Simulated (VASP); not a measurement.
Calculation: PBEsol GGA, VASP's PBE PAW potentials (set 64) (plane waves; VASP).

Input for VASP

### INCAR
```
! general
SYSTEM = P
PREC   = Accurate
ENCUT  = 400
LREAL  = F   ! projection in real space or not
LASPH  = T   ! aspherical one-centre terms

! electronic loop
EDIFF  = 1E-6   ! SCF stop (eV)
NELM   = 100   ! most electronic steps
ALGO   = Normal   ! blocked Davidson

! smearing
ISMEAR = 1
SIGMA  = 0.1

! functional
GGA    = PS

! ions
IBRION = 2
NSW    = 60   ! most ionic steps
ISIF   = 3
EDIFFG = -0.02   ! ionic stop

! output
LWAVE  = F
LCHARG = F
```

POSCAR:
```
P
1
    1.6988518569    -5.1497802949     0.0000000000
    1.6988518569     5.1497802949    -0.0000000000
    0.0000000000     0.0000000000     3.9879277362
P
4
Direct
  0.1058615113   0.8941384887   0.9343886012
  0.3941384887   0.6058615113   0.4343886012
  0.6058615113   0.3941384887   0.5656113988
  0.8941384887   0.1058615113   0.0656113988
```

**KPOINTS**
```
Automatic mesh
0
Gamma
9 9 7
0 0 0
```

POTCAR, in this order: P (PBE.64 set). Program: vasp_std.

What VASP printed:

**OSZICAR**
```
...
DAV:   1    -0.230324205489E+02   -0.67720E-02   -0.19046E-01  2998   0.247E+00    0.283E-01
DAV:   2    -0.230319436233E+02    0.47693E-03   -0.82341E-03  3696   0.656E-01    0.126E-01
DAV:   3    -0.230315429985E+02    0.40062E-03   -0.97567E-04  3638   0.187E-01    0.524E-02
DAV:   4    -0.230315310225E+02    0.11976E-04   -0.17869E-04  3708   0.811E-02    0.193E-02
DAV:   5    -0.230315301508E+02    0.87172E-06   -0.69937E-06  3346   0.187E-02
   2 F= -.23031530E+02 E0= -.23031448E+02  d E =-.588148E-02
       N       E                     dE             d eps       ncg     rms          rms(c)
DAV:   1    -0.230375967556E+02   -0.60657E-02   -0.45511E-01  2998   0.381E+00    0.438E-01
DAV:   2    -0.230363335211E+02    0.12632E-02   -0.19712E-02  3696   0.102E+00    0.198E-01
DAV:   3    -0.230353273710E+02    0.10062E-02   -0.24312E-03  3646   0.296E-01    0.814E-02
DAV:   4    -0.230352970485E+02    0.30322E-04   -0.43774E-04  3684   0.127E-01    0.301E-02
DAV:   5    -0.230352938713E+02    0.31773E-05   -0.16405E-05  3412   0.288E-02    0.126E-02
DAV:   6    -0.230352945870E+02   -0.71572E-06   -0.26557E-06  3164   0.109E-02
   3 F= -.23035295E+02 E0= -.23035220E+02  d E =-.964591E-02
       N       E                     dE             d eps       ncg     rms          rms(c)
DAV:   1    -0.230411217298E+02   -0.58279E-02   -0.17567E-01  2938   0.232E+00    0.269E-01
DAV:   2    -0.230400049496E+02    0.11168E-02   -0.76408E-03  3760   0.620E-01    0.160E-01
DAV:   3    -0.230393060403E+02    0.69891E-03   -0.13801E-03  3316   0.215E-01    0.479E-02
DAV:   4    -0.230392886354E+02    0.17405E-04   -0.12345E-04  3658   0.722E-02    0.230E-02
DAV:   5    -0.230392842399E+02    0.43955E-05   -0.64524E-06  3396   0.179E-02    0.122E-02
DAV:   6    -0.230392832076E+02    0.10323E-05   -0.99356E-07  2078   0.690E-03    0.286E-03
DAV:   7    -0.230392829718E+02    0.23578E-06   -0.13906E-07  1748   0.300E-03
   4 F= -.23039283E+02 E0= -.23039246E+02  d E =-.398838E-02
       N       E                     dE             d eps       ncg     rms          rms(c)
DAV:   1    -0.230486901249E+02   -0.94069E-02   -0.64038E-01  2938   0.441E+00    0.505E-01
DAV:   2    -0.230447064009E+02    0.39837E-02   -0.27624E-02  3730   0.118E+00    0.302E-01
DAV:   3    -0.230421677330E+02    0.25387E-02   -0.49422E-03  3326   0.406E-01    0.911E-02
DAV:   4    -0.230421068574E+02    0.60876E-04   -0.45240E-04  3622   0.137E-01    0.436E-02
DAV:   5    -0.230420948064E+02    0.12051E-04   -0.23235E-05  3520   0.340E-02    0.226E-02
DAV:   6    -0.230420929353E+02    0.18711E-05   -0.40155E-06  3358   0.131E-02    0.579E-03
DAV:   7    -0.230420925060E+02    0.42933E-06   -0.17372E-07  1826   0.307E-03
   5 F= -.23042093E+02 E0= -.23042073E+02  d E =-.679792E-02
       N       E                     dE             d eps       ncg     rms          rms(c)
DAV:   1    -0.230451919059E+02   -0.30990E-02   -0.13197E-01  2908   0.201E+00    0.179E-01
DAV:   2    -0.230450152248E+02    0.17668E-03   -0.57329E-03  3718   0.544E-01    0.874E-02
DAV:   3    -0.230447202354E+02    0.29499E-03   -0.51363E-04  3372   0.139E-01    0.317E-02
DAV:   4    -0.230447084580E+02    0.11777E-04   -0.74139E-05  3748   0.550E-02    0.189E-02
DAV:   5    -0.230447072757E+02    0.11824E-05   -0.47280E-06  3286   0.152E-02    0.748E-03
DAV:   6    -0.230447070884E+02    0.18729E-06   -0.54899E-07  1886   0.520E-03
   6 F= -.23044707E+02 E0= -.23044664E+02  d E =-.261458E-02
       N       E                     dE             d eps       ncg     rms          rms(c)
DAV:   1    -0.230492952883E+02   -0.45880E-02   -0.51873E-01  2890   0.397E+00    0.353E-01
DAV:   2    -0.230486421517E+02    0.65314E-03   -0.22432E-02  3718   0.108E+00    0.173E-01
DAV:   3    -0.230474969108E+02    0.11452E-02   -0.19876E-03  3452   0.272E-01    0.630E-02
DAV:   4    -0.230474494131E+02    0.47498E-04   -0.28861E-04  3676   0.108E-01    0.374E-02
DAV:   5    -0.230474466608E+02    0.27523E-05   -0.18287E-05  3466   0.299E-02    0.146E-02
DAV:   6    -0.230474464694E+02    0.19146E-06   -0.23453E-06  3046   0.102E-02
   7 F= -.23047446E+02 E0= -.23047393E+02  d E =-.535396E-02
       N       E                     dE             d eps       ncg     rms          rms(c)
DAV:   1    -0.230477867984E+02   -0.34014E-03   -0.47555E-02  2872   0.120E+00    0.106E-01
DAV:   2    -0.230477267903E+02    0.60008E-04   -0.20375E-03  3742   0.326E-01    0.522E-02
DAV:   3    -0.230476233613E+02    0.10343E-03   -0.18250E-04  3418   0.823E-02    0.196E-02
DAV:   4    -0.230476188621E+02    0.44992E-05   -0.26930E-05  3718   0.330E-02    0.116E-02
DAV:   5    -0.230476182293E+02    0.63279E-06   -0.15150E-06  2030   0.913E-03
   8 F= -.23047618E+02 E0= -.23047568E+02  d E =-.552572E-02
       N       E                     dE             d eps       ncg     rms          rms(c)
DAV:   1    -0.230482443563E+02   -0.62549E-03   -0.16241E-02  2944   0.740E-01    0.902E-02
DAV:   2    -0.230481572962E+02    0.87060E-04   -0.80542E-04  3732   0.196E-01    0.498E-02
DAV:   3    -0.230480886486E+02    0.68648E-04   -0.13068E-04  3330   0.677E-02    0.113E-02
DAV:   4    -0.230480885586E+02    0.90047E-07   -0.12540E-05  3634   0.237E-02    0.593E-03
DAV:   5    -0.230480888709E+02   -0.31232E-06   -0.71868E-07  1874   0.585E-03
   9 F= -.23048089E+02 E0= -.23048028E+02  d E =-.470642E-03
       N       E                     dE             d eps       ncg     rms          rms(c)
DAV:   1    -0.230482681456E+02   -0.17959E-03   -0.81925E-03  2956   0.526E-01    0.632E-02
DAV:   2    -0.230482241117E+02    0.44034E-04   -0.40668E-04  3714   0.139E-01    0.349E-02
DAV:   3    -0.230481898502E+02    0.34262E-04   -0.66078E-05  3356   0.481E-02    0.816E-03
DAV:   4    -0.230481899481E+02   -0.97920E-07   -0.63606E-06  3490   0.169E-02
  10 F= -.23048190E+02 E0= -.23048121E+02  d E =-.571719E-03
       N       E                     dE             d eps       ncg     rms          rms(c)
DAV:   1    -0.230484622391E+02   -0.27239E-03   -0.79238E-03  2800   0.489E-01    0.515E-02
DAV:   2    -0.230484495619E+02    0.12677E-04   -0.39906E-04  3748   0.147E-01    0.284E-02
DAV:   3    -0.230484304846E+02    0.19077E-04   -0.28158E-05  3264   0.319E-02    0.109E-02
DAV:   4    -0.230484273582E+02    0.31265E-05   -0.85230E-06  3688   0.167E-02    0.497E-03
DAV:   5    -0.230484267802E+02    0.57803E-06   -0.65272E-07  1604   0.558E-03
  11 F= -.23048427E+02 E0= -.23048342E+02  d E =-.236832E-03
       N       E                     dE             d eps       ncg     rms          rms(c)
DAV:   1    -0.230490179793E+02   -0.59062E-03   -0.65270E-02  2800   0.140E+00    0.145E-01
DAV:   2    -0.230489071304E+02    0.11085E-03   -0.32522E-03  3760   0.419E-01    0.788E-02
DAV:   3    -0.230487473033E+02    0.15983E-03   -0.23442E-04  3264   0.917E-02    0.301E-02
DAV:   4    -0.230487233631E+02    0.23940E-04   -0.68607E-05  3706   0.474E-02    0.147E-02
DAV:   5    -0.230487212760E+02    0.20871E-05   -0.58541E-06  3136   0.158E-02    0.512E-03
DAV:   6    -0.230487210390E+02    0.23705E-06   -0.12809E-06  1802   0.774E-03
  12 F= -.23048721E+02 E0= -.23048590E+02  d E =-.531091E-03
       N       E                     dE             d eps       ncg     rms          rms(c)
DAV:   1    -0.230490117705E+02   -0.29049E-03   -0.11761E-02  2800   0.610E-01    0.724E-02
DAV:   2    -0.230489165932E+02    0.95177E-04   -0.58677E-04  3646   0.175E-01    0.351E-02
DAV:   3    -0.230488574780E+02    0.59115E-04   -0.10994E-04  3370   0.647E-02    0.134E-02
DAV:   4    -0.230488539047E+02    0.35733E-05   -0.21401E-05  3766   0.293E-02    0.734E-03
DAV:   5    -0.230488534953E+02    0.40943E-06   -0.92201E-07  1850   0.697E-03
  13 F= -.23048853E+02 E0= -.23048713E+02  d E =-.132456E-03
```

OUTCAR:
```
------------------------ aborting loop because EDIFF is reached ----------------------------------------
  FORCE on cell =-STRESS in cart. coord.  units (eV):
  Direction    XX          YY          ZZ          XY          YZ          ZX
  --------------------------------------------------------------------------------------
  Total       -0.0449581      0.0166045      0.0532296      0.0000000     -0.0000000      0.0000000
  in kB       -1.0103022      0.3731380      1.1961806      0.0000000     -0.0000000      0.0000000
  external PRESSURE =       0.1863388 kB  Pullay stress =       0.0000000 kB
  volume of cell :       71.30
      direct lattice vectors                 reciprocal lattice vectors
     1.660302114 -5.129028410 -0.000000000     0.301150011 -0.097484350  0.000000000
     1.660302114  5.129028410  0.000000000     0.301150011  0.097484350 -0.000000000
     0.000000000  0.000000000  4.186154125     0.000000000 -0.000000000  0.238882748
 POSITION                                       TOTAL-FORCE (eV/Angst)
 -----------------------------------------------------------------------------------
      1.66030      4.04609      3.88214         0.000000      0.009918     -0.001281
      1.66030      1.08294      1.78906         0.000000     -0.009918     -0.001281
      1.66030     -1.08294      2.39709         0.000000      0.009918      0.001281
      1.66030     -4.04609      0.30401         0.000000     -0.009918      0.001281
 -----------------------------------------------------------------------------------
    total drift:                                0.000000      0.000000     -0.000000
  FREE ENERGIE OF THE ION-ELECTRON SYSTEM (eV)
  ---------------------------------------------------
  free  energy   TOTEN  =       -23.0488534953 eV

  energy  without entropy=      -23.0484333353  energy(sigma->0) =      -23.04871344

 reached required accuracy - stopping structural energy minimisation
```
(Selected blocks of OUTCAR.)

File CONTCAR:
```
P
   1.00000000000000
     1.6603021142835326   -5.1290284098751258   -0.0000000000000000
     1.6603021142835326    5.1290284098751258    0.0000000000000000
     0.0000000000000000    0.0000000000000000    4.1861541251113792
  P
     4
Direct
     0.1055694567416713    0.8944305432583288    0.9273761981995396
     0.3944305432583285    0.6055694567416712    0.4273761981995396
     0.6055694567416712    0.3944305432583285    0.5726238018004604
     0.8944305432583288    0.1055694567416713    0.0726238018004604
```

Energy and stress use the plane-wave basis of the starting cell. Without a dispersion term in the relaxation, distances and binding between the weakly bound layers, chains or molecules are unreliable, and so is what depends on them.

The compound is P in the black structure. This run relaxes it. Symmetry was kept, so distortions that lower it aren't found. The start is the result of an earlier pass.
